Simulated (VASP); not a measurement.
```xyz
6
Lattice="4.6398 0.0000 0.0000 0.0000 4.6398 0.0000 0.0000 0.0000 4.6398" Properties=species:S:1:pos:R:3 pbc="T T T"
Ag     3.4798     1.1599     3.4798
Ag     1.1599     3.4798     3.4798
Ag     3.4798     3.4798     1.1599
Ag     1.1599     1.1599     1.1599
O      0.0000     0.0000     0.0000
O      2.3199     2.3199     2.3199
```

All values below come from LDA (Ceperley-Alder, Perdew-Zunger), VASP's LDA PAW potentials (set 64) (plane waves; VASP). Numerical set-up: 520 eV cut-off, Gaussian smearing of 0.050 eV, potentials Ag O.

Q: Give the energies of bands 18 to 31 at the high-symmetry points, in eV from the valence-band maximum.

A: 
```
band      Γ      X      M      R
----  -----  -----  -----  -----
18    -3.20  -3.34  -3.57  -3.23
19    -3.20  -3.16  -3.27  -3.23
20    -2.97  -3.16  -3.27  -2.95
21    -2.97  -2.90  -3.16  -2.95
22    -2.97  -2.90  -3.16  -2.95
23    -2.75  -2.90  -2.16  -2.84
24    -2.75  -2.90  -2.16  -2.84
25    -2.75  -1.76  -1.78  -1.76
26     0.00  -1.76  -1.78  -0.75
27     0.00  -0.53  -0.91  -0.75
28     0.00  -0.53  -0.91  -0.75
29     0.11   2.12   2.00   2.29
30     1.69   2.12   2.00   2.29
31     1.69   4.61   3.72   2.29
```

The gap is direct, 0.11 eV, from the valence maximum at Γ to the conduction minimum at Γ.

The compound is Ag2O in the cuprite structure. It was relaxed first, which changed the volume by -6 %.
